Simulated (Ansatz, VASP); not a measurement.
**Sn3H4 (Sn wire along [110], 6 atoms a period, H-terminated) in two plane-wave programs**

One calculation is typed for both programs; each brings its own data sets. How far apart do they land? The cell is taken from a series of runs on this material, whose earlier steps may have relaxed, scaled, displaced or heated it; both programs get it as it stands.

Calculated with Ansatz 0.2.0; plane waves, with VASP 6.6.1 beside it; single point at HSE06.

### Step 1. The starting structure

The cell holds 14 atoms: 6 Sn and 8 H. Its edges and angles: a = 13.808 Å, b = 14.360 Å, c = 4.775 Å, α = 90.0°, β = 90.0°, γ = 90.0°. Vacuum lies along a and b. The structure's axis is c.

### Step 2. Ansatz: single point, HSE06

Ansatz runs on its PAW soft_1 files.

With cell and atoms fixed, the geometry can't cause a difference; cores, projectors, grids and the points listed under the comparison can.

File input.yaml:

```yaml
crystal:
  lattice:
    - [13.808, 0.0, 0.0]
    - [0.0, 14.36, 0.0]
    - [0.0, 0.0, 4.7752681755]
  atoms:
    - { symbol: Sn, position: [0.324477088, 0.5, 0.0] }
    - { symbol: H, position: [0.370206843, 0.759125708, 0.0] }
    - { symbol: Sn, position: [0.443318883, 0.66053554, 0.0] }
    - { symbol: Sn, position: [0.443318883, 0.33946446, 0.0] }
    - { symbol: H, position: [0.750084288, 0.5, 0.209320914] }
    - { symbol: H, position: [0.249915712, 0.5, 0.290679086] }
    - { symbol: Sn, position: [0.556681117, 0.66053554, 0.5] }
    - { symbol: Sn, position: [0.556681117, 0.33946446, 0.5] }
    - { symbol: H, position: [0.629793157, 0.759125708, 0.5] }
    - { symbol: H, position: [0.629793157, 0.240874292, 0.5] }
    - { symbol: Sn, position: [0.675522912, 0.5, 0.5] }
    - { symbol: H, position: [0.249915712, 0.5, 0.709320914] }
    - { symbol: H, position: [0.750084288, 0.5, 0.790679086] }
    - { symbol: H, position: [0.370206843, 0.240874292, 0.0] }
kpoints:
  mp_grid: { grid: [1, 1, 7] }
scf:
  occupations: { method: fermi_dirac, width: 0.05 }
hamiltonian:
  xc: hse06
  pseudopotentials: { kind: paw, azcp: { folder: soft_1 } }
```

On the command line:

```sh
> ansatz run input.yaml --threads 4 --pin off --max-ram 16384MiB --backend cpu --events-out ev --progress --plain --runs-dir out
```

Numbers of over 12 decimals in the logs are rounded to 6 here.

What it wrote:

```text
Engine: ansatz 0.2.0, aarch64-unknown-linux-gnu
Pseudopotentials: kind: paw
Pseudopotential: Sn, paw, valence charge 14, recommended cutoff 420 eV (normal), soft_1/Sn.paw.azcp
Pseudopotential: H, paw, valence charge 1, recommended cutoff 420 eV (normal), soft_1/H.paw.azcp
Functional definition: HSE06
  parameter a = 0.25
  parameter omega = 0.11/bohr
  exchange = pbe_x - a*pbe_x_sr(omega) + a*exact_x_sr(omega)
  correlation = pbe_c
Crystal: 14 atoms, lattice volume = 946.854 Å³
Basis set: ecut = 420 eV, 18395 PW (Γ)
Bands: 60, of which v1, the nominal top of the filled ones, is band 46 counted from 1 (45 counted from 0)
Symmetry: 8 space group operations
Space group: Pmma (ITA 51), of the structure as read, at distance tolerance 9.8e-5 Å
k-points: 4 of 7
Non-local potential: Sn, projectors of the file, l = 0: 2, l = 1: 2, l = 2: 2, l = 3: 1
Non-local potential: H, projectors of the file, l = 0: 2, l = 1: 1
PAW form: soft (Blöchl's): semilocal exchange-correlation on the pseudo side does not see the compensation charge
PAW frozen core: Sn, regenerated for the run's functional, and the local potential with it (the file was generated under x = pbe(κ = 0.804, μ = 0.219515), c = pbe(β = 0.066725))
PAW one-centre angular grid: Sn, 590 points (default); XC on 64 Gauss nodes
PAW one-centre angular grid: H, 110 points (default); XC on 64 Gauss nodes
Initial density: superposition of atomic densities (neutral atoms: chi_scale 0, normalization atom)
Initial wavefunctions: pseudopotential atomic-orbital guess
Functional: x = pbe(κ = 0.804, μ = 0.219515), c = pbe(β = 0.066725), warm-up for x = pbe(κ = 0.804, μ = 0.219515) + 0.25 (exact − pbe) at short range (hse, ω = 0.207870 Å⁻¹), c = pbe(β = 0.066725); HSE06 as pw.x's `hse` composes it (authors' and Libxc's form: `xc: wpbeh`)
iter 1 solved again at ethr=8.16e-3 eV; its pass at ethr=1.00e-1 eV (dr2=7.51e0 eV) is discarded
SCF iter   1: F=—  HF=-36271.475668 eV  |F-HF|=—  |Δ(HF+E_count)|=         —  Δρ=2.77e-2  dr2=7.51e0  ethr=8.16e-3  ⟨swp⟩=8.0  Hψ=1278  notcnv=0
preconditioner: auto → none  [insulator: Δε(μ)=1.810 eV  Ē_g=8.405 eV  σ=0.050 eV  W_gap=1.00  n_scr=102 (ndim 8)  ℏωp=6.8 eV  f_vac=0.616  D(μ)=0.00/eV (n_scr^D=0)]
SCF iter   2: F=—  HF=-36269.572200 eV  |F-HF|=—  |Δ(HF+E_count)|=    1.90e0  Δρ=8.38e-3  dr2=1.34e0  ethr=8.16e-3  ⟨swp⟩=4.8  Hψ=603  notcnv=0  defer=1
SCF iter   3: F=—  HF=-36269.361251 eV  |F-HF|=—  |Δ(HF+E_count)|=   2.11e-1  Δρ=4.68e-3  dr2=5.39e-1  ethr=1.46e-3  ⟨swp⟩=8.8  Hψ=744  notcnv=0  defer=2
iter 4 solved again at ethr=1.46e-5 eV; its pass at ethr=5.85e-4 eV (dr2=1.34e-2 eV) is discarded
SCF iter   4: F=—  HF=-36269.241551 eV  |F-HF|=—  |Δ(HF+E_count)|=   1.20e-1  Δρ=1.19e-3  dr2=1.58e-2  ethr=1.46e-5  ⟨swp⟩=4.0  Hψ=1297  notcnv=0
SCF iter   5: F=—  HF=-36269.241229 eV  |F-HF|=—  |Δ(HF+E_count)|=   3.22e-4  Δρ=5.46e-4  dr2=3.56e-3  ethr=1.46e-5  ⟨swp⟩=5.8  Hψ=599  notcnv=0  defer=1
SCF iter   6: F=-36269.241063 eV  HF=-36269.240993 eV  |F-HF|=6.97e-5  |Δ(HF+E_count)|=   2.36e-4  Δρ=2.04e-4  dr2=1.95e-4  ethr=3.87e-6  ⟨swp⟩=3.8  Hψ=471  notcnv=0
SCF 1 stopped early in 6 iterations: F = -36269.241063 eV  dr2 = 1.95e-4
  greatest PAW one-centre occupation: 0.990 electrons in one spin orbital (limit 2), on the Sn atom at site 7 (counted from 0), in its partial waves of l = 2
Initial density: handed on by an earlier stage of this run
Initial wavefunctions: those handed on with the density
Functional: x = pbe(κ = 0.804, μ = 0.219515) + 0.25 (exact − pbe) at short range (hse, ω = 0.207870 Å⁻¹), c = pbe(β = 0.066725); HSE06 as pw.x's `hse` composes it (authors' and Libxc's form: `xc: wpbeh`)
Exchange kernel: α = 0.2500, screened, ω = 0.2079 Å⁻¹, Wigner–Seitz truncation, v(0) = 1027.4165 eV·Å³, q-mesh 1×1×7, nearest image of the exchange supercell L = 13.81 Å, pair-density grid 60×60×24, without the augmentation charges, whose exchange is taken in its separable form by FFT convolution over the k-point mesh (sized by the pseudopotential files, 96×96×32 at the most)
Frozen-core exchange: fock
SCF iter   1: F=—  HF=-36294.382848 eV  |F-HF|=—  |Δ(HF+E_count)|=         —  Δρ=2.20e-3  dr2=2.38e-2  ethr=2.12e-6  ⟨swp⟩=18.2  Hψ=1397  notcnv=2
preconditioner: auto → none  [insulator: Δε(μ)=2.528 eV  Ē_g=9.082 eV  σ=0.050 eV  W_gap=1.00  n_scr=102 (ndim 8)  ℏωp=6.8 eV  f_vac=0.659  D(μ)=0.00/eV (n_scr^D=0)]
SCF iter   2: F=—  HF=-36294.376574 eV  |F-HF|=—  |Δ(HF+E_count)|=   6.27e-3  Δρ=6.93e-4  dr2=4.48e-3  ethr=2.12e-6  ⟨swp⟩=4.0  Hψ=725  notcnv=0
SCF iter   3: F=—  HF=-36294.398310 eV  |F-HF|=—  |Δ(HF+E_count)|=   2.17e-2  Δρ=4.03e-4  dr2=8.33e-4  ethr=2.12e-6  ⟨swp⟩=5.5  Hψ=765  notcnv=0  defer=1
SCF iter   4: F=—  HF=-36294.398143 eV  |F-HF|=—  |Δ(HF+E_count)|=   1.67e-4  Δρ=5.58e-5  dr2=6.20e-5  ethr=8.40e-7  ⟨swp⟩=2.2  Hψ=433  notcnv=0  defer=1
SCF iter   5: F=-36294.398489 eV  HF=-36294.398493 eV  |F-HF|=4.21e-6  |Δ(HF+E_count)|=   3.50e-4  Δρ=3.53e-5  dr2=1.07e-5  ethr=2.41e-8  ⟨swp⟩=6.5  Hψ=807  notcnv=0
SCF 2 stopped early in 5 iterations: F = -36294.398489 eV  dr2 = 1.07e-5
  greatest PAW one-centre occupation: 0.991 electrons in one spin orbital (limit 2), on the Sn atom at site 10 (counted from 0), in its partial waves of l = 2
hybrid outer 1: dexx = +2.471e-2 eV, tail = 1.07e-4 eV
Exchange kernel: α = 0.2500, screened, ω = 0.2079 Å⁻¹, Wigner–Seitz truncation, v(0) = 1027.4165 eV·Å³, q-mesh 1×1×7, nearest image of the exchange supercell L = 13.81 Å, pair-density grid 60×60×24, without the augmentation charges, whose exchange is taken in its separable form by FFT convolution over the k-point mesh (sized by the pseudopotential files, 96×96×32 at the most)
Frozen-core exchange: fock
SCF iter   1: F=—  HF=-36294.397924 eV  |F-HF|=—  |Δ(HF+E_count)|=         —  Δρ=1.90e-5  dr2=2.58e-6  ethr=5.82e-7  ⟨swp⟩=10.5  Hψ=623  notcnv=0
preconditioner: auto → none  [insulator: Δε(μ)=2.575 eV  Ē_g=9.092 eV  σ=0.050 eV  W_gap=1.00  n_scr=102 (ndim 8)  ℏωp=6.8 eV  f_vac=0.660  D(μ)=0.00/eV (n_scr^D=0)]
SCF iter   2: F=—  HF=-36294.397927 eV  |F-HF|=—  |Δ(HF+E_count)|=   2.63e-6  Δρ=7.36e-6  dr2=5.56e-7  ethr=2.58e-9  ⟨swp⟩=5.5  Hψ=738  notcnv=0  defer=3
SCF iter   3: F=-36294.397927 eV  HF=-36294.397927 eV  |F-HF|=2.99e-8  |Δ(HF+E_count)|=   8.49e-8  Δρ=3.17e-6  dr2=6.15e-8  ethr=5.40e-10  ⟨swp⟩=5.2  Hψ=543  notcnv=0  defer=6
SCF 3 converged in 3 iterations: F = -36294.397927 eV  dr2 = 6.15e-8
hybrid outer 2: dexx = +1.671e-6 eV, tail = 2.04e-7 eV, Δε = 2.54e-3 eV (about 1.57e-4 eV left of the loop's levels)
hybrid SCF converged: 2 outer / 8 inner (+6 warm-up), last move |dexx| = 1.67e-6 eV, tail = 2.04e-7 eV
Stability not checked: this state was not tested for a lower state beside it, because the functional holds exact exchange (a hybrid, or Hartree-Fock), whose exchange loop this test does not read (fock_operator; see scf.lower_state_search)
Free energy (F): -36294.397927 eV
Frozen-core exchange: fock
Harris-Foulkes:  -36294.397927 eV  (|F-HF|=2.99e-8)
Internal energy: -36294.397927 eV  (E = F + TS)
E sigma→0 (E₀):  -36294.397927 eV
Fermi energy:    -1.858182 eV
--- Per-component energies (eV) ---
  E_band       = -1743.958958
  E_kinetic    = 1105.478807
  E_local      = -27545.164624  (includes V_loc(G=0)·N_el)
  E_nonlocal   = 858.030459
  E_hartree    = 13266.306351
  E_xc         = -656.705769
  E_vxc        = -453.154466  (∫ρ·V_xc dr)
  E_exx        = -231.791199  (= α·E_x^exact, valence–valence)
  E_paw        = -26184.722721  (= ΣΔE_a)
  E_vpaw       = -1778.174175  (= ΣTr[D̂ρ^β])
  E_aug_tail   = -0.005193  (compensation charges beyond the density's cutoff)
  E_ewald      = 3092.622704
  E_core_change = 1.553257  (= ΣΔE_core)
  E_smearing   = -0.000000  (= −TS)
  E_closure    = 0.000000  (closes the sum)
  Σ components = -36294.397927   (vs F -36294.397927, Δ=0.00e0)
--- Band table (eV) ---
  k-point 0: bands = [... 42 lower, -4.0381, -3.6883, -3.1831, -3.1472, -0.5721]
  k-point 1: bands = [... 42 lower, -3.9954, -3.8646, -3.7644, -3.7107, 0.4375]
  k-point 2: bands = [... 42 lower, -4.4414, -3.9664, -3.9316, -3.7891, 0.7511]
  k-point 3: bands = [... 42 lower, -4.3457, -4.1308, -3.9440, -3.8944, 0.6253]
  guard bands above this table: 13 of the run's 60 bands. The solve was not asked for them (output.publish_guard_bands: true or output.eigenvalues: true publishes all)
```

### Step 3. VASP: single point, HSE06

The same cell, functional, mesh and smearing now go to VASP, with its own data sets.

Lines of VASP's logs that name or quote its potential files are left out, and so is its time.

The run reads the wave functions of an earlier VASP run, which isn't shown here.

File INCAR:

```
SYSTEM = Sn3H4
PREC = Accurate
ENCUT = 400
EDIFF = 1E-06
NELM = 100
ISMEAR = -1
SIGMA = 0.05
LREAL = .FALSE.
ALGO = Normal
LHFCALC = .TRUE.
AEXX = 0.25
GGA = PE
HFSCREEN = 0.208
LASPH = .TRUE.
NBANDS = 60
PRECFOCK = Fast
LORBIT = 11
LWAVE = .FALSE.
LCHARG = .FALSE.
ISIF = 2
```

File POSCAR:

```
Sn3H4
1.0
   13.8080000000      0.0000000000      0.0000000000
    0.0000000000     14.3600000000      0.0000000000
    0.0000000000      0.0000000000      4.7752681755
Sn H
6 8
Direct
    0.3244770880      0.5000000000      0.0000000000
    0.4433188830      0.6605355400      0.0000000000
    0.4433188830      0.3394644600      0.0000000000
    0.5566811170      0.6605355400      0.5000000000
    0.5566811170      0.3394644600      0.5000000000
    0.6755229120      0.5000000000      0.5000000000
    0.3702068430      0.7591257080      0.0000000000
    0.7500842880      0.5000000000      0.2093209140
    0.2499157120      0.5000000000      0.2906790860
    0.6297931570      0.7591257080      0.5000000000
    0.6297931570      0.2408742920      0.5000000000
    0.2499157120      0.5000000000      0.7093209140
    0.7500842880      0.5000000000      0.7906790860
    0.3702068430      0.2408742920      0.0000000000
```

File KPOINTS:

```
Automatic mesh
0
Gamma
1 1 7
0 0 0
```

The projector-augmented-wave data sets are Sn_d and H (PBE family, release 64).

On the command line:

```sh
> export OMP_NUM_THREADS=3
> mpirun -np 1 vasp_std
```

What it wrote:

```text
[banner, memory and clock lines left out]
running    1 mpi-ranks, on    1 nodes
 distrk:  each k-point on    1 cores,    1 groups
 distr:  one band on    1 cores,    1 groups
 Offloading initialized ...    1 GPUs detected
 POSCAR found type information on POSCAR SnH
 POSCAR found :  2 types and      14 ions
 LDA part: xc-table for (Slater+PW92), standard interpolation
 found WAVECAR, reading the header
 POSCAR, INCAR and KPOINTS ok, starting setup
 FFT: planning ... GRIDC
 FFT: planning ... GRID_SOFT
 FFT: planning ... GRID
 reading WAVECAR
 the WAVECAR file was read successfully
 initial charge from wavefunction
 entering main loop
       N       E                     dE             d eps       ncg     rms          rms(c)
DAV:   1    -0.550060708856E+02   -0.55006E+02   -0.16706E+00   552   0.830E+00    0.172E+00
DAV:   2    -0.550394230878E+02   -0.33352E-01   -0.19136E-01   608   0.172E+00    0.135E+00
DAV:   3    -0.550417204143E+02   -0.22973E-02   -0.15018E-02   720   0.552E-01    0.926E-01
DAV:   4    -0.550419923922E+02   -0.27198E-03   -0.75187E-04   696   0.133E-01    0.577E-01
DAV:   5    -0.550421473898E+02   -0.15500E-03   -0.28173E-04   720   0.593E-02    0.353E-01
DAV:   6    -0.550422180596E+02   -0.70670E-04   -0.35793E-05   556   0.221E-02    0.214E-01
DAV:   7    -0.550422456724E+02   -0.27613E-04   -0.78598E-06   548   0.121E-02    0.130E-01
DAV:   8    -0.550422578208E+02   -0.12148E-04   -0.28456E-06   452   0.808E-03    0.793E-02
DAV:   9    -0.550422637880E+02   -0.59673E-05   -0.10896E-06   372   0.606E-03    0.484E-02
DAV:  10    -0.550422673315E+02   -0.35435E-05   -0.60477E-07   356   0.545E-03    0.296E-02
DAV:  11    -0.550422696685E+02   -0.23370E-05   -0.39482E-07   360   0.482E-03    0.181E-02
DAV:  12    -0.550422714918E+02   -0.18232E-05   -0.26803E-07   356   0.441E-03    0.111E-02
DAV:  13    -0.550422730246E+02   -0.15328E-05   -0.18843E-07   356   0.343E-03    0.686E-03
DAV:  14    -0.550422743800E+02   -0.13554E-05   -0.12697E-07   360   0.296E-03    0.422E-03
DAV:  15    -0.550422756150E+02   -0.12350E-05   -0.83656E-08   360   0.229E-03    0.263E-03
DAV:  16    -0.550422767515E+02   -0.11366E-05   -0.57325E-08   352   0.180E-03    0.165E-03
DAV:  17    -0.550422778039E+02   -0.10524E-05   -0.38048E-08   348   0.146E-03    0.105E-03
DAV:  18    -0.550422787795E+02   -0.97557E-06   -0.26078E-08   340   0.111E-03
   1 F= -.55042279E+02 E0= -.55042279E+02  d E =-.441824E-10
```

[end of part 1 of 2]

[Lines on the potential files, build, host, timing and source positions are cut from VASP's logs without a mark.]

[Logs are printed without paths, hosts, clocks, repeated set-up lines and the standing remarks that a program may print on its own settings, such as how far it seeks lower states.]

[Hosts, paths, dates, database ids (printed as entryN), source tags and the programs' standing remarks are cut or masked in the printed files.]
